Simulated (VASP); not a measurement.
Crystal: Na4Ir.

```xyz
5
Lattice="0.0000 5.7736 5.7736 5.7736 0.0000 5.7736 5.7736 5.7736 0.0000" Properties=species:S:1:pos:R:3 pbc="T T T"
Na    7.3707    9.9499    7.3707
Na    7.3707    7.3707    9.9499
Na    9.9499    9.9499    9.9499
Na    9.9499    7.3707    7.3707
Ir    0.0000    0.0000    0.0000
```

The cell was built by a generator and needn't be a form met in nature.

```yaml
Program: VASP 6.6.1
Task: relaxation of cell and atoms
Functional: PBE
Dispersion: D2
Potentials_or_basis: VASP PAW PBE potentials, release 64 (Na_pv, Ir)
Cutoff: 600 eV
k_mesh: 3 × 3 × 3
Occupations: fermi-dirac, width 0.05 eV
Spin: no spin polarisation
```

At the start: pressure 0.3 GPa; volume 76.98 Å³/atom.

Task: Where does the relaxation end?

Result: Over 10 steps the energy falls by 16.7 meV/atom and the volume is 77.23 Å³/atom (+0.3 %); space group F-43m (No. 216, to 0.05 Å).

The path:
```tsv
step	energy change (eV)	largest force (eV/Å)	pressure (GPa)	volume (Å³)
1	0.0000	0.3718	0.28	384.91
2	-0.0341	0.2843	0.16	392.56
3	-0.0645	0.0938	-0.11	408.49
4	-0.0646	0.0861	-0.12	409.08
5	-0.0702	0.0748	-0.10	405.04
6	-0.0814	0.0350	-0.04	393.08
7	-0.0728	0.0680	0.13	369.87
8	-0.0834	0.0110	0.01	386.26
9	-0.0834	0.0078	0.01	385.52
10	-0.0834	0.0024	0.00	386.16
```

Final structure:
```
CELL_PARAMETERS angstrom
0.00000 5.77979 5.77979
5.77979 0.00000 5.77979
5.77979 5.77979 0.00000
ATOMIC_POSITIONS crystal
Na 0.85632 0.43103 0.85632
Na 0.85632 0.85632 0.43103
Na 0.85632 0.85632 0.85632
Na 0.43103 0.85632 0.85632
Ir 0.00000 0.00000 0.00000
```

Caveat: atom-pairwise D2, TS and ULG terms overbind metals; pairwise dispersion overbinds metals, which lowers pressure and volume.
